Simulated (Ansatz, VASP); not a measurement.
# Ti (Titanium): VASP beside Ansatz

Wanted: the spread between two codes on one cell, functional and k mesh. The cell is taken from a series of runs on this material, whose earlier steps may have relaxed, scaled, displaced or heated it; both programs get it as it stands.

Program: Ansatz 0.2.0. Level of theory: plane waves, with VASP 6.6.1 beside it; zone-centre phonons at LDA. Results are calculated unless marked as measured.

**1. The structure**

The structure is hexagonal, space group P6_3/mmc (No. 194). The conventional cell has a = 2.827 Å, b = 2.827 Å, c = 4.715 Å, α = 90.00°, β = 90.00°, γ = 120.00°. Nearest to Ti lie 12 Ti at 2.83 to 2.87 Å.

**2. Ansatz: zone-centre phonons, LDA**

Ansatz runs on its PAW soft_1 files.

Second derivatives magnify differences that forces hide, and they need a tight electronic threshold.

The input, input.yaml:

```yaml
crystal:
  lattice:
    - [2.8270865748, 0.0, 0.0]
    - [-1.4135432874, 2.4483287924, 0.0]
    - [0.0, 0.0, 4.7153537347]
  atoms:
    - { symbol: Ti, position: [0.3333335448, 0.6666664552, 0.25] }
    - { symbol: Ti, position: [0.6666664552, 0.3333335448, 0.75] }
kpoints:
  mp_grid: { grid: [18, 18, 12] }
hamiltonian:
  xc: lda
  pseudopotentials: { kind: paw, azcp: { folder: soft_1 }, xc_functional: pbe }
scf:
  occupations: { method: methfessel_paxton, width: 0.2 }
output:
  eigenvalues: true
phonons:
  method: dfpt
```

Launch:

```console
ansatz run input.yaml --threads 4 --pin off --max-ram 10240MiB --backend cpu --events-out ev --progress --plain --runs-dir out
```

Numbers of over 12 decimals in the logs are rounded to 6 here.

The log of the run:

```text
Warning: the atoms were moved onto the symmetric positions of the space group found under crystal.symmetry.tolerance 1.0e-5 (fractional; no operation is sought that the atoms, as they stand in a round, miss by more than twice it, and no atom is moved by as much as it), and the run uses the moved positions. Before a round's move an operation carried an atom to 1.79e-6 Å from where it should land, the largest such dist [...]
zone centre: on kpoints.mp_grid the ground state, and the responses unless they are solved on pairs of k-points, stand on 637 of the mesh's 3888 k-points, reduced under 4 symmetry operations, with k and −k counted as one. Each operation leaves every solved displacement unchanged or reverses it
Engine: ansatz 0.2.0, x86_64-unknown-linux-gnu
Pseudopotentials: kind: paw
Pseudopotential: Ti, paw, valence charge 12, recommended cutoff 420 eV (normal), soft_1/Ti.paw.azcp
Functional definition: SPW92
  exchange = slater_x
  correlation = pw_c
Crystal: 2 atoms, lattice volume = 32.638 Å³
Basis set: ecut = 420 eV, 651 PW (Γ), exchange–correlation on 40×40×64 points (8 copies of the dense FFT grid, shifted against one another)
Bands: 16, of which v1, the nominal top of the filled ones, is band 12 counted from 1 (11 counted from 0)
Symmetry: 24 space group operations
k-points: 637 of 3888 (irreducible under 4 space group operations, time reversal used)
Non-local potential: Ti, projectors of the file, l = 0: 3, l = 1: 2, l = 2: 3, l = 3: 1
PAW form: soft (Blöchl's): semilocal exchange-correlation on the pseudo side does not see the compensation charge
PAW frozen core: Ti, regenerated for the run's functional, and the local potential with it (the file was generated under x = pbe(κ = 0.804, μ = 0.219515), c = pbe(β = 0.066725))
PAW one-centre angular grid: Ti, 590 points (default); XC on 64 Gauss nodes
Initial density: superposition of atomic densities (chi_scale 0.1, normalization cell)
Initial wavefunctions: pseudopotential atomic-orbital guess
Functional: x = slater, c = lda
SCF iter   1: F=—  HF=-4901.001028 eV  |F-HF|=—  |Δ(HF+E_count)|=         —  Δρ=6.08e-2  dr2=1.19e0  ethr=3.10e-3  ⟨swp⟩=4.4  Hψ=89527  notcnv=0
automatic band count: the SCF goes on with 20 bands, as 16 were too few: they end inside the smearing window of the response
preconditioner: auto → none  [metal: Δε(μ)=0.012 eV  Ē_g=4.746 eV  σ=0.200 eV  W_gap=0.05  n_scr=8 (ndim 8)  ℏωp=18.4 eV  f_vac=0.000  D(μ)=1.62/eV (n_scr^D=22)  sad-step TF]
SCF iter   2: F=—  HF=-4900.723862 eV  |F-HF|=—  |Δ(HF+E_count)|=   2.77e-1  S|Δr|=    0.00e0  Δρ=3.40e-2  dr2=3.95e-1  ethr=3.10e-3  ⟨swp⟩=2.0  Hψ=21381  notcnv=0  defer=925
SCF iter   3: F=—  HF=-4900.593319 eV  |F-HF|=—  |Δ(HF+E_count)|=   1.31e-1  S|Δr|=    0.00e0  Δρ=1.26e-3  dr2=2.72e-4  ethr=1.64e-3  ⟨swp⟩=2.8  Hψ=21768  notcnv=0  defer=925
SCF iter   4: F=—  HF=-4900.593392 eV  |F-HF|=—  |Δ(HF+E_count)|=   7.32e-5  S|Δr|=    0.00e0  Δρ=1.49e-4  dr2=4.59e-6  ethr=1.14e-6  ⟨swp⟩=2.5  Hψ=22167  notcnv=0  defer=896
SCF iter   5: F=—  HF=-4900.593399 eV  |F-HF|=—  |Δ(HF+E_count)|=   6.52e-6  S|Δr|=    0.00e0  Δρ=6.64e-5  dr2=9.64e-7  ethr=1.91e-8  ⟨swp⟩=2.1  Hψ=19589  notcnv=0  defer=896
SCF iter   6: F=—  HF=-4900.593398 eV  |F-HF|=—  |Δ(HF+E_count)|=   1.47e-6  S|Δr|=    0.00e0  Δρ=1.03e-5  dr2=1.86e-8  ethr=4.02e-9  ⟨swp⟩=2.4  Hψ=17787  notcnv=0  defer=896
SCF iter   7: F=—  HF=-4900.593397 eV  |F-HF|=—  |Δ(HF+E_count)|=   7.48e-9  S|Δr|=    0.00e0  Δρ=9.86e-7  dr2=1.84e-10  ethr=7.74e-11  ⟨swp⟩=3.0  Hψ=20069  notcnv=0  defer=896
SCF iter   8: F=-4900.593397 eV  HF=-4900.593397 eV  |F-HF|=1.82e-12  |Δ(HF+E_count)|=  1.05e-10  S|Δr|=    0.00e0  Δρ=2.75e-8  dr2=6.03e-14  ethr=1.00e-12  ⟨swp⟩=8.9  Hψ=50679  notcnv=0
SCF 1 converged in 8 iterations: F = -4900.593397 eV  dr2 = 6.03e-14
  greatest PAW one-centre occupation: 0.998 electrons in one spin orbital (limit 2), on the Ti atom at site 1 (counted from 0), in its partial waves of l = 0
DFPT response loops at Γ: preconditioner auto → Kerker (q_TF=auto, 2.592 Å⁻¹) (partly filled bands, converged f_vac=0.000); β = 1.00, the filter's whole step (`scf.mixing.beta` (0.50) is not read by the response loops under this deck's `scf.mixing.preconditioner`; to damp them name `kerker` or `kerker_dos`, under which they read `scf.mixing.beta`, and type it under 1.00, their step now; both keys bind the ground state too); Broyden in place of MSR1
SCF converged after 8 iterations
Stability not checked: this state was not tested for a lower state beside it, because cold or Methfessel-Paxton smearing, or corrected tetrahedra, fill the levels in a way that the test cannot read (fill_not_monotonic; see scf.lower_state_search)
Free energy (F): -4900.593397 eV
Harris-Foulkes:  -4900.593397 eV  (|F-HF|=1.82e-12)
Internal energy: -4900.597204 eV  (E = F + TS)
E sigma→0 (E₀):  -4900.594349 eV
Entropy (-TS):   0.003807 eV (1.903 meV/atom)
Fermi energy:    13.961527 eV
Step filling:    the computed levels leave a gap of 0.0000 eV = 0.0 smearing widths at the electron count; against every level under it full and every level over it empty, smearing changes F+E_penalty+E_count by +1.627 meV and its σ→0 estimate by +0.675 meV
--- Per-component energies (eV) ---
  E_band       = -293.385068
  E_kinetic    = 565.094176
  E_local      = -1685.783672  (includes V_loc(G=0)·N_el)
  E_nonlocal   = 130.128978
  E_hartree    = 669.517605
  E_xc         = -230.966206
  E_vxc        = -291.008586  (∫ρ·V_xc dr)
  E_paw        = -1988.316614  (= ΣΔE_a)
  E_vpaw       = -350.851020  (= ΣTr[D̂ρ^β])
  E_aug_tail   = -0.000155  (compensation charges beyond the density's cutoff)
  E_ewald      = -2360.923216
  E_core_change = 0.651901  (= ΣΔE_core)
  E_smearing   = 0.003807  (= −TS)
  E_closure    = -0.000000  (closes the sum)
  Σ components = -4900.593397   (vs F -4900.593397, Δ=0.00e0)
--- Band table (eV; the first three rows and the last of 637) ---
  k-point 0: bands = [... 8 lower, 7.7336, 11.1168, 14.5354, 14.5398, 14.8150, 14.8150, 15.2698, 15.2698, ... 4 higher]
  k-point 1: bands = [... 8 lower, 7.7916, 11.0882, 14.4398, 14.5098, 14.7974, 14.7974, 15.2444, 15.2444, ... 4 higher]
  k-point 2: bands = [... 8 lower, 7.9631, 10.9895, 14.2076, 14.4237, 14.7585, 14.7585, 15.1746, 15.1746, ... 4 higher]
  k-point 636: bands = [... 8 lower, 11.8954, 11.8954, 13.3642, 13.3642, 13.9322, 13.9322, 15.6089, 15.6089, ... 4 higher]
--- Phonons (Γ-DFPT): 2 representative perturbations + reference, on 637 of 3888 k-points (Σ response iterations 6) ---
  k mesh reduced under 4 symmetry operations, with k and −k counted as one. Each operation leaves every solved displacement unchanged or reverses it
  ASR residual: 5.336e-6 → 0.000e0 eV/Å²; symmetrization residual: 7.980e-13 eV/Å²
  ASR residual per site (eV/Å²): 5.34e-6 5.34e-6
  Γ frequencies (cm⁻¹): 0.00 0.00 0.00 107.39 107.39 194.00
  non-analytic LO–TO correction: not included (Born effective charges unavailable; polar crystals: no LO–TO splitting at Γ)
```

(Continued in part 2 of 2.)

[Lines on the potential files, build, host, timing and source positions are cut from VASP's logs without a mark.]

[Logs are printed without paths, hosts, clocks, repeated set-up lines and the standing remarks that a program may print on its own settings, such as how far it seeks lower states.]

[Hosts, paths, dates, database ids (printed as entryN), source tags and the programs' standing remarks are cut or masked in the printed files.]
